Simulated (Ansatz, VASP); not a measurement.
# SrTiO3 in two plane-wave programs

Wanted: the spread between two codes on one cell, functional and k mesh. The cell is a member of a volume series, scaled by 0.97 from a relaxed one, so a pressure remains.

Main program and level: Ansatz 0.2.0; plane waves, with VASP 6.6.1 beside it; single point at PBEsol and single point at r2SCAN.

## 1. The structure

It takes space group Pm-3m (No. 221, cubic). The conventional cell has a = 3.856 Å, b = 3.856 Å, c = 3.856 Å, α = 90.00°, β = 90.00°, γ = 90.00°. Nearest to Sr lie 12 O at 2.73 Å. Nearest to Ti lie 6 O at 1.93 Å. O has 2 Ti at 1.93 Å and 4 Sr at 2.73 Å nearest. Farther neighbours and most contacts between anions are not listed.

Structure file:

```cif
data_structure
_symmetry_space_group_name_H-M 'Pm-3m'
_symmetry_Int_Tables_number 221
_cell_length_a 3.8562
_cell_length_b 3.8562
_cell_length_c 3.8562
_cell_angle_alpha 90.000
_cell_angle_beta 90.000
_cell_angle_gamma 90.000
_cell_volume 57.34
loop_
_atom_site_label
_atom_site_type_symbol
_atom_site_symmetry_multiplicity
_atom_site_Wyckoff_symbol
_atom_site_fract_x
_atom_site_fract_y
_atom_site_fract_z
_atom_site_occupancy
Sr1 Sr 1 b 0.50000 0.50000 0.50000 1
Ti1 Ti 1 a 0.00000 0.00000 0.00000 1
O1 O 3 d 0.00000 0.00000 0.50000 1
```

## 2. VASP: single point, PBEsol, volume scaled by 0.97

A single point gives forces, pressure and levels at one fixed geometry, so differences don't come from the geometry; what else differs is listed under the comparison.

Lines of VASP's logs that name or quote its potential files are left out, and so is its time.

The input asks for a relaxation, which ended at its first step since no free force or stress exceeded the threshold; so it serves as a single point.

File INCAR:

```
SYSTEM = SrTiO3
PREC = Accurate
ENCUT = 560
EDIFF = 1E-07
NELM = 100
ISMEAR = 0
SIGMA = 0.03
LREAL = .FALSE.
ALGO = Normal
GGA = PS
NBANDS = 26
LASPH = .TRUE.
LORBIT = 11
LWAVE = .FALSE.
LCHARG = .FALSE.
KPAR = 8
IBRION = 2
NSW = 50
ISIF = 4
EDIFFG = -0.002
```

File POSCAR:

```
SrTiO3
1.0
    3.8561718853      0.0000000000      0.0000000000
    0.0000000000      3.8561718853      0.0000000000
    0.0000000000      0.0000000000      3.8561718853
Sr Ti O
1 1 3
Direct
    0.5000000000      0.5000000000      0.5000000000
    0.0000000000      0.0000000000      0.0000000000
    0.0000000000      0.0000000000      0.5000000000
    0.0000000000      0.5000000000      0.0000000000
    0.5000000000      0.0000000000      0.0000000000
```

File KPOINTS:

```
Automatic mesh
0
Gamma
6 6 6
0 0 0
```

PAW data sets: Sr_sv, Ti_sv and O (PBE family, release 64).

Started as:

```console
mpirun -np 8 vasp_std
```

Numbers of over 12 decimals in the logs are rounded to 6 here.

Log:

```text
[banner, memory and clock lines left out]
running    8 mpi-ranks, on    1 nodes
 distrk:  each k-point on    1 cores,    8 groups
 distr:  one band on    1 cores,    1 groups

 POSCAR found type information on POSCAR SrTiO
 POSCAR found :  3 types and       5 ions
|                                                                             |
|           W    W    AA    RRRRR   N    N  II  N    N   GGGG   !!!           |
|           W    W   A  A   R    R  NN   N  II  NN   N  G    G  !!!           |
|           W    W  A    A  R    R  N N  N  II  N N  N  G       !!!           |
|           W WW W  AAAAAA  RRRRR   N  N N  II  N  N N  G  GGG   !            |
|           WW  WW  A    A  R   R   N   NN  II  N   NN  G    G                |
|           W    W  A    A  R    R  N    N  II  N    N   GGGG   !!!           |
|                                                                             |
|     For optimal performance we recommend to set                             |
|       NCORE = 2 up to number-of-cores-per-socket                            |
|     NCORE specifies how many cores store one orbital (NPAR=cpu/NCORE).      |
|     This setting can greatly improve the performance of VASP for DFT.       |
|     The default, NCORE=1 might be grossly inefficient on modern             |
|     multi-core architectures or massively parallel machines. Do your        |
|     Unfortunately you need to use the default for GW and RPA                |
|     calculations (for HF NCORE is supported but not extensively tested      |
|     yet).                                                                   |
|                                                                             |

|                                                                             |
|               ----> ADVICE to this user running VASP <----                  |
|                                                                             |
|     You enforced a specific xc type in the INCAR file but a different       |
|     [... a line on the potential file left out ...]
|     I HOPE YOU KNOW WHAT YOU ARE DOING!                                     |
|                                                                             |

 LDA part: xc-table for (Slater+PW92), standard interpolation
 POSCAR, INCAR and KPOINTS ok, starting setup
 FFT: planning ... GRIDC
 FFT: planning ... GRID_SOFT
 FFT: planning ... GRID
 WAVECAR not read
 entering main loop
       N       E                     dE             d eps       ncg     rms          rms(c)
DAV:   1     0.445421723187E+03    0.44542E+03   -0.22069E+04  1040   0.178E+03
DAV:   2    -0.341716506950E+01   -0.44884E+03   -0.43550E+03  1212   0.478E+02
DAV:   3    -0.493033081926E+02   -0.45886E+02   -0.44877E+02  1272   0.144E+02
DAV:   4    -0.514119071840E+02   -0.21086E+01   -0.21056E+01  1688   0.286E+01
DAV:   5    -0.514632374851E+02   -0.51330E-01   -0.51296E-01  1434   0.369E+00    0.284E+01
DAV:   6    -0.419757339417E+02    0.94875E+01   -0.53615E+01  1506   0.695E+01    0.167E+01
DAV:   7    -0.420410471977E+02   -0.65313E-01   -0.70818E+00  1324   0.200E+01    0.118E+01
DAV:   8    -0.420882259891E+02   -0.47179E-01   -0.18012E+00  1312   0.142E+01    0.346E+00
DAV:   9    -0.419874638211E+02    0.10076E+00   -0.45126E-01  1326   0.716E+00    0.995E-01
DAV:  10    -0.419916832721E+02   -0.42195E-02   -0.14095E-01  1322   0.248E+00    0.872E-01
DAV:  11    -0.419823216844E+02    0.93616E-02   -0.42100E-02  1566   0.179E+00    0.170E-01
DAV:  12    -0.419822090856E+02    0.11260E-03   -0.23504E-03  1254   0.502E-01    0.839E-02
DAV:  13    -0.419822268189E+02   -0.17733E-04   -0.54285E-04  1716   0.204E-01    0.453E-02
DAV:  14    -0.419822223244E+02    0.44944E-05   -0.87933E-05  1280   0.126E-01    0.224E-02
DAV:  15    -0.419822196007E+02    0.27237E-05   -0.50073E-05  1380   0.613E-02    0.170E-02
DAV:  16    -0.419822188220E+02    0.77874E-06   -0.70037E-06  1336   0.330E-02    0.252E-03
DAV:  17    -0.419822188086E+02    0.13385E-07   -0.71650E-07  1368   0.736E-03
   1 F= -.41982219E+02 E0= -.41982219E+02  d E =-.419822E+02
 curvature:   0.00 expect dE= 0.000E+00 dE for cont linesearch  0.000E+00
 trial: gam= 0.00000 g(F)=  0.000E+00 g(S)=  0.517E-32 ort = 0.000E+00 (trialstep = 0.100E+01)
 search vector abs. value=  0.100E-09
 reached required accuracy - stopping structural energy minimisation
```

Parts of OUTCAR (step 2):

```text
ion  position               nearest neighbor table
   1  0.500  0.500  0.500-   3 2.73   4 2.73   5 2.73   4 2.73   5 2.73   3 2.73   5 2.73   5 2.73
                             3 2.73   4 2.73   4 2.73   3 2.73   2 3.34   2 3.34   2 3.34   2 3.34
   2  0.000  0.000  0.000-   3 1.93   4 1.93   5 1.93   3 1.93   4 1.93   5 1.93   1 3.34   1 3.34
                             1 3.34   1 3.34   1 3.34   1 3.34   1 3.34   1 3.34
   3  0.000  0.000  0.500-   2 1.93   2 1.93   1 2.73   1 2.73   1 2.73   1 2.73
   4  0.000  0.500  0.000-   2 1.93   2 1.93   1 2.73   1 2.73   1 2.73   1 2.73
   5  0.500  0.000  0.000-   2 1.93   2 1.93   1 2.73   1 2.73   1 2.73   1 2.73

  LATTYP: Found a simple cubic cell.
 ALAT       =     3.8561718853

 Subroutine GETGRP returns: Found 48 space group operations
 (whereof 48 operations were pure point group operations)

The static configuration has the point symmetry O_h .

 Found     20 irreducible k-points:

   k-points           NKPTS =     20   k-points in BZ     NKDIM =     20   number of bands    NBANDS=     26

   dimension x,y,z NGX =    30 NGY =   30 NGZ =   30
   dimension x,y,z NGXF=    60 NGYF=   60 NGZF=   60

   ENCUT  =  560.0 eV  41.16 Ry    6.42 a.u.   7.44  7.44  7.44*2*pi/ulx,y,z

   NELECT =      40.0000    total number of electrons

 k-points in reciprocal lattice and weights: Automatic mesh
   0.00000000  0.00000000  0.00000000       0.005
   0.16666667  0.00000000  0.00000000       0.028
   0.33333333  0.00000000  0.00000000       0.028
   0.50000000  0.00000000  0.00000000       0.014
   0.16666667  0.16666667  0.00000000       0.056
   0.33333333  0.16666667  0.00000000       0.111
   0.50000000  0.16666667  0.00000000       0.056
   0.33333333  0.33333333  0.00000000       0.056
   0.50000000  0.33333333  0.00000000       0.056
[...]
0.50000000  0.50000000  0.33333333       0.028
   0.50000000  0.50000000  0.50000000       0.005

 average (electrostatic) potential at core
       1 -33.8720       2 -75.7683       3 -69.2117       4 -69.2117       5 -69.2117

 E-fermi :   4.6381

 k-point     1 :       0.0000    0.0000    0.0000
  band No.  band energies     occupation
    ...
     16       3.0879      2.00000
     17       3.0879      2.00000
     18       4.0063      2.00000
     19       4.0063      2.00000
     20       4.0063      2.00000
     21       6.2048      0.00000
     22       6.2048      0.00000
     23       6.2048      0.00000
     24       8.9383      0.00000
     25       8.9383      0.00000
    ...

 k-point     2 :       0.1667    0.0000    0.0000
  band No.  band energies     occupation
    ...
     16       2.7224      2.00000
     17       2.8292      2.00000
     18       3.2049      2.00000
     19       3.8479      2.00000
     20       3.8479      2.00000
     21       6.2521      0.00000
     22       6.8339      0.00000
     23       6.8339      0.00000
     24       8.9556      0.00000
     25       9.7024      0.00000
    ...

 k-point     3 :       0.3333    0.0000    0.0000
  band No.  band energies     occupation
    ...
     16       2.1230      2.00000
     17       2.1283      2.00000
     18       2.3832      2.00000
     19       3.6727      2.00000
     20       3.6727      2.00000
     21       6.3507      0.00000
     22       7.8517      0.00000
     23       7.8517      0.00000
     24       8.9690      0.00000
     25      10.8072      0.00000
    ...

  Total        2.1636296      2.1636296      2.1636296      0.0000000     -0.0000000     -0.0000000
  in kB       60.4539039     60.4539039     60.4539039      0.0000000     -0.0000000     -0.0000000
  external PRESSURE =      60.4539039 kB  Pullay stress =       0.0000000 kB

  energy-cutoff  :      560.00
  volume of cell :       57.34
      direct lattice vectors                 reciprocal lattice vectors
     3.856171885  0.000000000  0.000000000     0.259324540  0.000000000  0.000000000
     0.000000000  3.856171885  0.000000000     0.000000000  0.259324540  0.000000000
     0.000000000  0.000000000  3.856171885     0.000000000  0.000000000  0.259324540

 POSITION                                       TOTAL-FORCE (eV/Angst)
 -----------------------------------------------------------------------------------
      1.92809      1.92809      1.92809         0.000000      0.000000      0.000000
      0.00000      0.00000      0.00000         0.000000      0.000000      0.000000
      0.00000      0.00000      1.92809         0.000000      0.000000      0.000000
      0.00000      1.92809      0.00000         0.000000      0.000000      0.000000
      1.92809      0.00000      0.00000         0.000000      0.000000      0.000000
 -----------------------------------------------------------------------------------
    total drift:                                0.000000     -0.000000      0.000000

  FREE ENERGIE OF THE ION-ELECTRON SYSTEM (eV)
  ---------------------------------------------------
  free  energy   TOTEN  =       -41.9822188086 eV

  energy  without entropy=      -41.9822188086  energy(sigma->0) =      -41.98221881

 reached required accuracy - stopping structural energy minimisation

 total charge
# of ion       s       p       d       tot
------------------------------------------
    1        1.999   5.768   0.222   7.988
    2        2.246   6.356   1.822  10.425
    3        1.559   3.492   0.000   5.051
    4        1.559   3.492   0.000   5.051
    5        1.559   3.492   0.000   5.051
--------------------------------------------------
tot          8.922  22.601   2.044  33.567

[... 3 further parts left out ...]
```

CONTCAR:

```
SrTiO3
   1.00000000000000
     3.8561718853000002    0.0000000000000000    0.0000000000000000
     0.0000000000000000    3.8561718853000002    0.0000000000000000
     0.0000000000000000    0.0000000000000000    3.8561718853000002
  Sr              Ti              O
     1     1     3
Direct
     0.5000000000000000    0.5000000000000000    0.5000000000000000
     0.0000000000000000    0.0000000000000000    0.0000000000000000
     0.0000000000000000    0.0000000000000000    0.5000000000000000
     0.0000000000000000    0.5000000000000000    0.0000000000000000
     0.5000000000000000    0.0000000000000000    0.0000000000000000
```

This run has no spin polarisation, so a moment on Ti, if there is one, isn't seen. The run keeps the 48 symmetry operations of its start, so it cannot find a distortion of lower symmetry.

## 3. Ansatz: single point, PBEsol, volume scaled by 0.97

Ansatz runs on its default PAW (the set named soft_2) files.

The same cell, functional, mesh and smearing now go to Ansatz, which takes its cutoff from its data sets.

File input.yaml:

```yaml
crystal:
  lattice:
    - [3.85617189, 0.0, 0.0]
    - [0.0, 3.85617189, 0.0]
    - [0.0, 0.0, 3.85617189]
  atoms:
    - { symbol: Sr, position: [0.5, 0.5, 0.5] }
    - { symbol: Ti, position: [0.0, 0.0, 0.0] }
    - { symbol: O, position: [0.0, 0.0, 0.5] }
    - { symbol: O, position: [0.0, 0.5, 0.0] }
    - { symbol: O, position: [0.5, 0.0, 0.0] }
hamiltonian:
  xc: pbesol
  pseudopotentials: { kind: paw }
kpoints:
  mp_grid: { grid: [6, 6, 6] }
scf:
  occupations: { method: gaussian, width: 0.03 }
  n_extra_bands: 5
output:
  forces: true
  stress: true
  eigenvalues: true
```

Started as:

```console
ansatz run input.yaml --threads 2 --pin off --max-ram 4608MiB --backend cpu --events-out ev --progress --plain --runs-dir out
```

Log:

```text
scf.n_extra_bands = 5 over 20 filled bands (N_el = 40.0): the run solves 25 bands
Engine: ansatz 0.2.0, aarch64-unknown-linux-gnu
Pseudopotentials: kind: paw
Pseudopotential: Sr, paw, valence charge 10, recommended cutoff 420 eV (normal), Sr.paw.azcp
Pseudopotential: Ti, paw, valence charge 12, recommended cutoff 420 eV (normal), Ti.paw.azcp
Pseudopotential: O, paw, valence charge 6, recommended cutoff 420 eV (normal), O.paw.azcp
Functional definition: PBEsol
  exchange = pbesol_x
  correlation = pbesol_c
Crystal: 5 atoms, lattice volume = 57.342 Å³
Basis set: ecut = 420 eV, 1141 PW (Γ), exchange–correlation on 54×54×54 points (8 copies of the dense FFT grid, shifted against one another)
Bands: 25, of which v1, the nominal top of the filled ones, is band 20 counted from 1 (19 counted from 0)
Symmetry: 48 space group operations
Space group: Pm-3m (ITA 221), of the structure as read, at distance tolerance 3.9e-5 Å
k-points: 20 of 216
Non-local potential: Sr, projectors of the file, l = 0: 3, l = 1: 2, l = 2: 2
Non-local potential: Ti, projectors of the file, l = 0: 3, l = 1: 2, l = 2: 3, l = 3: 1
Non-local potential: O, projectors of the file, l = 0: 2, l = 1: 2, l = 2: 1
PAW form: soft (Blöchl's): semilocal exchange-correlation on the pseudo side does not see the compensation charge
PAW frozen core: Sr, regenerated for the run's functional, and the local potential with it (the file was generated under x = pbe(κ = 0.804, μ = 0.219515), c = pbe(β = 0.066725))
PAW frozen core: Ti, regenerated for the run's functional, and the local potential with it (the file was generated under x = pbe(κ = 0.804, μ = 0.219515), c = pbe(β = 0.066725))
PAW frozen core: O, regenerated for the run's functional, and the local potential with it (the file was generated under x = pbe(κ = 0.804, μ = 0.219515), c = pbe(β = 0.066725))
PAW one-centre angular grid: Sr, 110 points (default); XC on 64 Gauss nodes
PAW one-centre angular grid: Ti, 590 points (default); XC on 64 Gauss nodes
PAW one-centre angular grid: O, 110 points (default); XC on 64 Gauss nodes
Initial density: superposition of atomic densities (neutral atoms: chi_scale 0, normalization atom), corrected by the library's trained network
Initial wavefunctions: pseudopotential atomic-orbital guess
Functional: x = pbesol(κ = 0.804, μ = 0.123457), c = pbesol(β = 0.046)
SCF iter   1: F=—  HF=-7657.245412 eV  |F-HF|=—  |Δ(HF+E_count)|=         —  Δρ=1.65e-2  dr2=1.30e-1  ethr=1.77e-3  ⟨swp⟩=7.5  Hψ=2619  notcnv=0
preconditioner: auto → Resta (q_TF=auto, 2.569 Å⁻¹)  ε∞=5.7  [insulator: Δε(μ)=1.703 eV  Ē_g=12.449 eV  σ=0.030 eV  W_gap=1.00  n_scr=18 (ndim 8)  ℏωp=26.9 eV  f_vac=0.000  D(μ)=0.00/eV (n_scr^D=0)  ε∞_Penn≈5.7]
SCF iter   2: F=—  HF=-7657.218659 eV  |F-HF|=—  |Δ(HF+E_count)|=   2.68e-2  Δρ=4.28e-3  dr2=1.14e-2  ethr=3.24e-4  ⟨swp⟩=2.0  Hψ=873  notcnv=0  defer=19
SCF iter   3: F=—  HF=-7657.216784 eV  |F-HF|=—  |Δ(HF+E_count)|=   1.87e-3  Δρ=1.28e-3  dr2=9.11e-4  ethr=2.84e-5  ⟨swp⟩=2.0  Hψ=721  notcnv=0  defer=20
SCF iter   4: F=—  HF=-7657.216682 eV  |F-HF|=—  |Δ(HF+E_count)|=   1.02e-4  Δρ=1.15e-4  dr2=3.11e-6  ethr=2.28e-6  ⟨swp⟩=1.9  Hψ=547  notcnv=0  defer=20
SCF iter   5: F=—  HF=-7657.216921 eV  |F-HF|=—  |Δ(HF+E_count)|=   2.38e-4  Δρ=2.77e-5  dr2=2.88e-7  ethr=7.78e-9  ⟨swp⟩=2.1  Hψ=881  notcnv=0  defer=20
SCF iter   6: F=-7657.216921 eV  HF=-7657.216921 eV  |F-HF|=1.69e-8  |Δ(HF+E_count)|=   3.52e-7  Δρ=5.85e-6  dr2=2.54e-8  ethr=2.50e-10  ⟨swp⟩=9.8  Hψ=2363  notcnv=0
SCF 1 converged in 6 iterations: F = -7657.216921 eV  dr2 = 2.54e-8
  greatest PAW one-centre occupation: 0.999 electrons in one spin orbital (limit 2), on the Ti atom at site 1 (counted from 0), in its partial waves of l = 0
SCF converged after 6 iterations
Free energy (F): -7657.216921 eV
Harris-Foulkes:  -7657.216921 eV  (|F-HF|=1.69e-8)
Internal energy: -7657.216921 eV  (E = F + TS)
E sigma→0 (E₀):  -7657.216921 eV
Fermi energy:    11.342355 eV
--- Per-component energies (eV) ---
  E_band       = -186.415130
  E_kinetic    = 1049.545305
  E_local      = -2332.726323  (includes V_loc(G=0)·N_el)
  E_nonlocal   = 351.769467
  E_hartree    = 815.336939
  E_xc         = -491.950329
  E_vxc        = -570.265007  (∫ρ·V_xc dr)
  E_paw        = -4121.666249  (= ΣΔE_a)
  E_vpaw       = -315.424255  (= ΣTr[D̂ρ^β])
  E_aug_tail   = 0.007528  (compensation charges beyond the density's cutoff)
  E_ewald      = -2927.912856
  E_core_change = 0.379595  (= ΣΔE_core)
  E_smearing   = -0.000000  (= −TS)
  E_closure    = -0.000000  (closes the sum)
  Σ components = -7657.216921   (vs F -7657.216921, Δ=0.00e0)
--- Forces (eV/Å), atoms counted from 1 ---
  atom   1  Sr    -0.00000000     0.00000000    -0.00000000
  atom   2  Ti    -0.00000000    -0.00000000     0.00000000
  atom   3  O      0.00000000    -0.00000000     0.00000000
  atom   4  O      0.00000000     0.00000000    -0.00000000
  atom   5  O     -0.00000000    -0.00000000     0.00000000
  max |Σ_I F_I| component: 5.69e-30 eV/Å
--- Stress (GPa, compression-positive) ---
        5.341556       0.000000       0.000000
        0.000000       5.341556       0.000000
        0.000000       0.000000       5.341556
  P = ⅓ Tr σ = 5.3416 GPa (53.416 kbar)
--- Band table (eV; the first three rows and the last of 20) ---
  k-point 0: bands = [... 16 lower, 9.1384, 10.0715, 10.0715, 10.0715, 12.2917, 12.2917, 12.2917, 15.0398, ... 1 higher]
  k-point 1: bands = [... 16 lower, 8.8856, 9.2709, 9.9135, 9.9135, 12.3377, 12.9177, 12.9177, 15.0564, ... 1 higher]
  k-point 2: bands = [... 16 lower, 8.1933, 8.4479, 9.7386, 9.7386, 12.4337, 13.9339, 13.9339, 15.0693, ... 1 higher]
  k-point 19: bands = [... 16 lower, 6.5226, 10.3931, 10.3931, 10.3931, 15.1340, 15.1340, 15.1340, 17.4391, ... 1 higher]
```

Wall time 2.1 s (2 threads of Arm Neoverse N1, shared host); peak memory 0.32 GiB; 3.7 s of CPU time.

The column dr2 measures how far the density is from self-consistency, as an energy; F and HF (Harris–Foulkes) agree once it is small.

The run ends at a pressure of 5.34 GPa.

## 4. Differences

Known differences besides the potentials themselves: the cutoff is 420 eV in Ansatz and 560 eV in VASP; Ansatz makes its cores anew for this functional, VASP keeps those of its PBE data sets. Total energies have different zeros and are not compared.

Compared:

```tsv
quantity	Ansatz	VASP	difference
pressure (GPa)	5.34	6.05	-0.70
pressure without Ansatz's Pulay correction (GPa)	4.69	6.05	-1.36
gap on the k mesh (eV)	1.899	1.865	+0.034
```

A gap on the mesh is an upper bound, since the band edges may lie between its points. Ansatz's pressure holds a Pulay correction of 0.65 GPa; VASP's holds none.

(Part 1 of 2 ends here.)

[Lines on the potential files, build, host, timing and source positions are cut from VASP's logs without a mark.]

[Logs are printed without paths, hosts, clocks, repeated set-up lines and the standing remarks that a program may print on its own settings, such as how far it seeks lower states.]

[Hosts, paths, dates, database ids (printed as entryN), source tags and the programs' standing remarks are cut or masked in the printed files.]
